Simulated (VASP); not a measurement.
# ScF3 (Pm-3m) in VASP: a series of runs

One crystal, ScF3, is run at these levels: LDA; tasks: single point, relaxation of cell and atoms.

Everything below comes from runs of VASP 6.6.1. Logs are shortened: lines on timing, memory, paths and dates and some standing lists are left out, and cuts for length are marked.

## Step 1: Starting point

Symmetry: Pm-3m, No. 221, cubic system. The conventional cell has a = 3.973 Å, b = 3.973 Å, c = 3.973 Å, α = 90.00°, β = 90.00°, γ = 90.00°. Sc (site symmetry m-3m) is surrounded by 6 F at 1.99 Å. F (site symmetry 4/mmm) has 2 Sc at 1.99 Å as nearest neighbours.

The cell was built by a generator and needn't be a form met in nature.

## Step 2: Single point, LDA

The input, INCAR:

```
  ALGO = Normal
  EDIFF = 1E-6
  ENCUT = 520
  ISIF = 2
  ISMEAR = 0
  LASPH = True
  LCHARG = False
  LREAL = False
  LWAVE = False
  NBANDS = 24
  NELM = 60
  PREC = Accurate
  SIGMA = 0.01
```

The input, KPOINTS:

```
k-points
0
Gamma
  6 6 6
```

The input, POSCAR:

```
ScF3
1.0
    3.9730774781      0.0000000000      0.0000000000
    0.0000000000      3.9730774781      0.0000000000
    0.0000000000      0.0000000000      3.9730774781
Sc F
1 3
Direct
    0.0000000000      0.0000000000      0.0000000000
    0.5000000000      0.0000000000      0.0000000000
    0.0000000000      0.5000000000      0.0000000000
    0.0000000000      0.0000000000      0.5000000000
```

Potentials or basis: VASP PAW LDA potentials, release 64 (Sc_sv, F).

Run with:

```bash
cat potpaw_LDA.64/Sc_sv/POTCAR potpaw_LDA.64/F/POTCAR > POTCAR
mpirun -np 1 vasp_std > vasp.out
```

OUTCAR:

```text
EDIFF = 1E-6
   ENCUT = 520
   ISIF = 2
   ISMEAR = 0
   LASPH = True
   LREAL = False
   NELM = 60
   PREC = Accurate

 ion  position               nearest neighbor table
   1  0.000  0.000  0.000-   2 1.99   3 1.99   4 1.99   4 1.99   3 1.99   2 1.99
   2  0.500  0.000  0.000-   1 1.99   1 1.99
   3  0.000  0.500  0.000-   1 1.99   1 1.99
   4  0.000  0.000  0.500-   1 1.99   1 1.99

  LATTYP: Found a simple cubic cell.
 ALAT       =     3.9730774781

  Lattice vectors:

 A1 = (   3.9730774781,   0.0000000000,   0.0000000000)
 A2 = (   0.0000000000,   3.9730774781,   0.0000000000)
 A3 = (   0.0000000000,   0.0000000000,   3.9730774781)

Analysis of symmetry for initial positions (statically):
=====================================================================
 Subroutine PRICEL returns:
 Original cell was already a primitive cell.

 Routine SETGRP: Setting up the symmetry group for a
 simple cubic supercell.

 Subroutine GETGRP returns: Found 48 space group operations
 (whereof 48 operations were pure point group operations)
 out of a pool of 48 trial point group operations.

The static configuration has the point symmetry O_h .

Analysis of symmetry for dynamics (positions and initial velocities):
=====================================================================
 Subroutine PRICEL returns:
 Original cell was already a primitive cell.

 Routine SETGRP: Setting up the symmetry group for a
 simple cubic supercell.

 Subroutine GETGRP returns: Found 48 space group operations
 (whereof 48 operations were pure point group operations)
 out of a pool of 48 trial point group operations.

The dynamic configuration has the point symmetry O_h .

 Subroutine INISYM returns: Found 48 space group operations
 (whereof 48 operations are pure point group operations),
 and found     1 'primitive' translations

----------------------------------------------------------------------------------------

                                     Primitive cell

  volume of cell :      62.7164

  direct lattice vectors                    reciprocal lattice vectors
     3.973077478  0.000000000  0.000000000     0.251694060  0.000000000  0.000000000
     0.000000000  3.973077478  0.000000000     0.000000000  0.251694060  0.000000000
     0.000000000  0.000000000  3.973077478     0.000000000  0.000000000  0.251694060

  length of vectors
     3.973077478  3.973077478  3.973077478     0.251694060  0.251694060  0.251694060

  position of ions in fractional coordinates (direct lattice)
     0.000000000  0.000000000  0.000000000
     0.500000000  0.000000000  0.000000000
     0.000000000  0.500000000  0.000000000
     0.000000000  0.000000000  0.500000000

  ion indices of the primitive-cell ions
   primitive index   ion index
                 1           1
                 2           2
                 3           3
                 4           4

----------------------------------------------------------------------------------------

 KPOINTS: k-points

Automatic generation of k-mesh.
 Grid dimensions read from file:
 generate k-points for:    6    6    6

 Generating k-lattice:

  Cartesian coordinates                     Fractional coordinates (reciprocal lattice)
     0.041949010  0.000000000  0.000000000     0.166666667  0.000000000  0.000000000
     0.000000000  0.041949010  0.000000000     0.000000000  0.166666667  0.000000000
     0.000000000  0.000000000  0.041949010     0.000000000  0.000000000  0.166666667

  Length of vectors
     0.041949010  0.041949010  0.041949010

  Shift w.r.t. Gamma in fractional coordinates (k-lattice)
     0.000000000  0.000000000  0.000000000

 Subroutine IBZKPT returns following result:
 ===========================================

 Found     20 irreducible k-points:

 Following reciprocal coordinates:
            Coordinates               Weight
  0.000000  0.000000  0.000000      1.000000
  0.166667  0.000000  0.000000      6.000000
  0.333333  0.000000  0.000000      6.000000
  0.500000  0.000000  0.000000      3.000000
  0.166667  0.166667  0.000000     12.000000
  0.333333  0.166667  0.000000     24.000000
[... 12 lines left out ...]
  0.500000  0.500000  0.333333      6.000000
  0.500000  0.500000  0.500000      1.000000
   k-points           NKPTS =     20   k-points in BZ     NKDIM =     20   number of bands    NBANDS=     24
   number of dos      NEDOS =    301   number of ions     NIONS =      4
   total plane-waves  NPLWV =  27000
   dimension x,y,z NGX =    30 NGY =   30 NGZ =   30
   dimension x,y,z NGXF=    60 NGYF=   60 NGZF=   60
   ions per type =               1   3
   NGX,Y,Z   is equivalent  to a cutoff of  12.55, 12.55, 12.55 a.u.
   NGXF,Y,Z  is equivalent  to a cutoff of  25.11, 25.11, 25.11 a.u.
 SYSTEM =  unknown system
   PREC   = accura    normal or accurate (medium, high low for compatibility)
   ISTART =      0    job   : 0-new  1-cont  2-samecut
   ICHARG =      2    charge: 1-file 2-atom 10-const
   ISPIN  =      1    spin polarized calculation?
   LNONCOLLINEAR =      F non collinear calculations
   LSORBIT =      F    spin-orbit coupling
   LASPH  =      T    aspherical Exc in radial PAW
   ENCUT  =  520.0 eV  38.22 Ry    6.18 a.u.   7.39  7.39  7.39*2*pi/ulx,y,z
   NELM   =     60;   NELMIN=  2; NELMDL= -5     # of ELM steps
   EDIFF  = 0.1E-05   stopping-criterion for ELM
   LREAL  =      F    real-space projection
   EDIFFG = 0.1E-04   stopping-criterion for IOM
   NSW    =      0    number of steps for IOM
   IBRION =     -1    ionic relax: 0-MD 1-quasi-New 2-CG
   NFREE  =      0    steps in history (QN), initial steepest desc. (CG)
   ISIF   =      2    stress and relaxation
   ISYM   =      2    0-nonsym 1-usesym 2-fastsym
   POTIM  = 0.5000    time-step for ionic-motion
   TEBEG  =    0.0;   TEEND  =   0.0 temperature during run
   PSTRESS=    0.0 pullay stress
   NELECT =      32.0000    total number of electrons
   NUPDOWN=      -1.0000    fix difference up-down
   EMIN   =  10.00;   EMAX   =-10.00  energy-range for DOS
   EFERMI =   0.00;   METHOD = LEGACY
   ISMEAR =     0;   SIGMA  =   0.01  broadening in eV -4-tet -1-fermi 0-gaus
   EFERMI_NEDOS =   21; number of points for ismear=-14 and -15
   IALGO  =     38    algorithm
   IMIX   =      4    mixing-type and parameters
     AMIX     =   0.40;   BMIX     =  1.00
     AMIX_MAG =   1.60;   BMIX_MAG =  1.00
  volume/ion in A,a.u.               =      15.68       105.81
  Fermi-wavevector in a.u.,A,eV,Ry     =   1.308171  2.472084 23.283798  1.711311
  Thomas-Fermi vector in A             =   2.438856
   LORBIT       =      0    0 simple, 1 ext, 2 COOP (PROOUT), +10 PAW based schemes
   GGA     = CA    functional components
   LHFCALC =     F    Hartree Fock is set to
   AEXX    =    0.0000 exact exchange contribution
   IVDW    =     0    specifies the selected vdW correction
   LEPSILON=     F    determine dielectric tensor
   LRPA    =     F    only Hartree local field effects (RPA)
 non-spin polarized calculation
 Gauss-broadening in eV      SIGMA  =   0.01
  energy-cutoff  :      520.00
  volume of cell :       62.72
 maximum number of plane-waves:      1743
 NGX is ok and might be reduce to    30
   NGX = 15   NGY = 15   NGZ = 15

 number of electron      31.9999968 magnetization

 Free energy of the ion-electron system (eV)
  ---------------------------------------------------
  ext. energy  EPLUGINS =         0.00000000
  ---------------------------------------------------
  free energy    TOTEN  =       -29.58529559 eV

  energy without entropy =      -29.58529559  energy(sigma->0) =      -29.58529559

 E-fermi :  -3.6392     XC(G=0):  -9.0057

 val. band max:       -3.7258459675   @ k =   0.5000   0.5000   0.5000
 cond. band min:       2.6074626058   @ k =   0.0000   0.0000   0.0000
 fundamental gap:      6.3333085733
 Fermi energy:        -3.6392330895

 k-point     1 :       0.0000    0.0000    0.0000
  band No.  band energies     occupation
      1     -48.8038      2.00000
      2     -27.8712      2.00000
      3     -27.8712      2.00000
      4     -27.8712      2.00000
      5     -23.4431      2.00000
      6     -23.1573      2.00000
[... 16 lines left out ...]
     23      12.2646      0.00000
     24      12.2646      0.00000

 k-point     2 :       0.1667    0.0000    0.0000
  band No.  band energies     occupation
      1     -48.8022      2.00000
      2     -28.0140      2.00000
      3     -27.8699      2.00000
      4     -27.8699      2.00000
      5     -23.3802      2.00000
      6     -23.1551      2.00000
[... 16 lines left out ...]
     23      10.7856      0.00000
     24      12.5387      0.00000

 k-point     3 :       0.3333    0.0000    0.0000
  band No.  band energies     occupation
      1     -48.7991      2.00000
      2     -28.2664      2.00000
      3     -27.8671      2.00000
      4     -27.8671      2.00000
      5     -23.3472      2.00000
      6     -23.1518      2.00000
[... 16 lines left out ...]
     23       8.9944      0.00000
     24      13.1619      0.00000

 k-point     4 :       0.5000    0.0000    0.0000
  band No.  band energies     occupation
      1     -48.7976      2.00000
      2     -28.3798      2.00000
      3     -27.8658      2.00000
      4     -27.8658      2.00000
      5     -23.3402      2.00000
      6     -23.1497      2.00000
[... 16 lines left out ...]
     23       7.9762      0.00000
     24      13.5280      0.00000

 k-point     5 :       0.1667    0.1667    0.0000
  band No.  band energies     occupation
      1     -48.8007      2.00000
      2     -28.0142      2.00000
      3     -28.0109      2.00000
      4     -27.8685      2.00000
      5     -23.3034      2.00000
      6     -23.0000      2.00000
[... 16 lines left out ...]
     23      10.8299      0.00000
     24      11.2503      0.00000

 k-point     6 :       0.3333    0.1667    0.0000
  band No.  band energies     occupation
      1     -48.7976      2.00000
      2     -28.2648      2.00000
      3     -28.0096      2.00000
      4     -27.8658      2.00000
      5     -23.2727      2.00000
      6     -22.9577      2.00000
[... 16 lines left out ...]
     23       9.2035      0.00000
     24      11.6885      0.00000
[... 271 lines left out ...]
 k-point    17 :       0.3333    0.3333    0.3333
  band No.  band energies     occupation
      1     -48.7899      2.00000
      2     -28.2591      2.00000
      3     -28.2553      2.00000
      4     -28.2553      2.00000
      5     -22.5091      2.00000
      6     -22.4363      2.00000
[... 16 lines left out ...]
     23       9.9810      0.00000
     24      10.6427      0.00000

 k-point    18 :       0.5000    0.3333    0.3333
  band No.  band energies     occupation
      1     -48.7884      2.00000
      2     -28.3695      2.00000
      3     -28.2562      2.00000
      4     -28.2537      2.00000
      5     -22.4833      2.00000
      6     -22.4347      2.00000
[... 16 lines left out ...]
     23       9.5105      0.00000
     24      10.3351      0.00000

 k-point    19 :       0.5000    0.5000    0.3333
  band No.  band energies     occupation
      1     -48.7868      2.00000
      2     -28.3678      2.00000
      3     -28.3678      2.00000
      4     -28.2533      2.00000
      5     -22.4574      2.00000
      6     -22.2068      2.00000
[... 16 lines left out ...]
     23      10.1453      0.00000
     24      10.1453      0.00000

 k-point    20 :       0.5000    0.5000    0.5000
  band No.  band energies     occupation
      1     -48.7852      2.00000
      2     -28.3660      2.00000
      3     -28.3660      2.00000
      4     -28.3660      2.00000
      5     -22.2050      2.00000
      6     -22.2050      2.00000
[... 16 lines left out ...]
     23      11.4739      0.00000
     24      11.4955      0.00000

------------------------ aborting loop because EDIFF is reached ----------------------------------------

  FORCE on cell =-STRESS in cart. coord.  units (eV):
  Direction    XX          YY          ZZ          XY          YZ          ZX
  --------------------------------------------------------------------------------------
  -------------------------------------------------------------------------------------
  Total        0.2882886      0.2882886      0.2882886      0.0000000     -0.0000000      0.0000000
  in kB        7.3647314      7.3647314      7.3647314      0.0000000     -0.0000000      0.0000000
  external PRESSURE =       7.3647314 kB  Pullay stress =       0.0000000 kB

 VOLUME and BASIS-vectors are now :
 -----------------------------------------------------------------------------
  energy-cutoff  :      520.00
  volume of cell :       62.72
      direct lattice vectors                 reciprocal lattice vectors
     3.973077478  0.000000000  0.000000000     0.251694060  0.000000000  0.000000000
     0.000000000  3.973077478  0.000000000     0.000000000  0.251694060  0.000000000
     0.000000000  0.000000000  3.973077478     0.000000000  0.000000000  0.251694060

 POSITION                                       TOTAL-FORCE (eV/Angst)
 -----------------------------------------------------------------------------------
      0.00000      0.00000      0.00000         0.000000      0.000000      0.000000
      1.98654      0.00000      0.00000         0.000000      0.000000      0.000000
      0.00000      1.98654      0.00000         0.000000      0.000000      0.000000
      0.00000      0.00000      1.98654         0.000000      0.000000      0.000000
 -----------------------------------------------------------------------------------
    total drift:                                0.000000      0.000000      0.000000

  FREE ENERGIE OF THE ION-ELECTRON SYSTEM (eV)
  ---------------------------------------------------
  free  energy   TOTEN  =       -29.5852955875 eV

  energy  without entropy=      -29.5852955875  energy(sigma->0) =      -29.58529559
```

It took 36 s on 1 thread of Intel Xeon Platinum 8488C (Sapphire Rapids), shared host; peak memory 0.16 GiB.

What came out:

```
Free energy            : -29.5853 eV
Pressure               : 0.7 GPa
Band gap on the k mesh : 6.33 eV, indirect (least direct gap 6.87 eV)
```

A k mesh can miss the band edges.

## Step 3: Relaxation of cell and atoms, LDA

This run uses another cell than the first one, of 16.24 Å³/atom, 1.036 times its volume.

The input, INCAR:

```
SYSTEM = ScF3
PREC = Accurate
ENCUT = 600
EDIFF = 1E-7
ISMEAR = 0
SIGMA = 0.01
LREAL = .False.
LASPH = .True.
NELM = 80
ALGO = Fast
ISIF = 3
LWAVE = .False.
LCHARG = .False.
IBRION = 2
NSW = 80
EDIFFG = -0.002
```

The input, KPOINTS:

```
regular mesh
0
Gamma
  6 6 6
  0 0 0
```

The input, POSCAR:

```
ScF3
1.0
    4.0200000000      0.0000000000      0.0000000000
    0.0000000000      4.0200000000      0.0000000000
    0.0000000000      0.0000000000      4.0200000000
Sc F
1 3
Direct
    0.0000000000      0.0000000000      0.0000000000
    0.5000000000      0.0000000000      0.0000000000
    0.0000000000      0.5000000000      0.0000000000
    0.0000000000      0.0000000000      0.5000000000
```

Potentials or basis: VASP PAW LDA potentials, release 64 (Sc_sv, F).

Run with:

```bash
cat potpaw_LDA.64/Sc_sv/POTCAR potpaw_LDA.64/F/POTCAR > POTCAR
mpirun -np 1 vasp_std > vasp.out
```

It took 69 s on 1 thread of Intel Xeon Platinum 8488C (Sapphire Rapids), shared host; peak memory 0.18 GiB.

The run converged. Its results:

```yaml
Free_energy: -29.5984 eV
Relaxed_volume: 15.76 Å³/atom
Relaxed_cell: a = 3.980 Å, b = 3.980 Å, c = 3.980 Å, α = 90.00°, β = 90.00°, γ = 90.00°
Space_group_after_relaxing_to_0.05_Å: Pm-3m (No. 221)
Energy_gained_by_relaxing: 4.5 meV/atom
Ionic_steps: 3
Pressure_after_relaxing: 0.0 GPa
Band_gap_on_the_k_mesh: 6.31 eV, indirect (least direct gap 6.84 eV)
```

The path:
```tsv
step	energy change (eV)	largest force (eV/Å)	pressure (GPa)	volume (Å³)
1	0.0000	0.0000	-2.96	64.96
2	-0.0139	0.0000	1.53	62.18
3	-0.0181	0.0000	-0.01	63.06
```

Final structure:
```
Sc F
1.0
     3.98031    0.00000    0.00000
     0.00000    3.98031    0.00000
     0.00000    0.00000    3.98031
Sc F
1 3
Direct
  0.00000 0.00000 0.00000
  0.50000 0.00000 0.00000
  0.00000 0.50000 0.00000
  0.00000 0.00000 0.50000
```

Levels at points of the mesh, in eV from the valence-band top:
```
           k point  band 13  band 14  band 15  band 16  band 17  band 18  band 19  band 20
(0.00, 0.00, 0.00)    -0.61    -0.53    -0.53    -0.53     6.31     6.31     6.31     7.67
(0.50, 0.00, 0.00)    -1.22    -0.74    -0.55    -0.55     6.35     7.28     7.28     8.28
(0.50, 0.50, 0.00)    -1.20    -1.00    -1.00    -0.01     7.32     7.32     7.99     8.89
(0.50, 0.50, 0.50)    -2.40     0.00     0.00     0.00     8.05     8.05     8.05    11.09
```
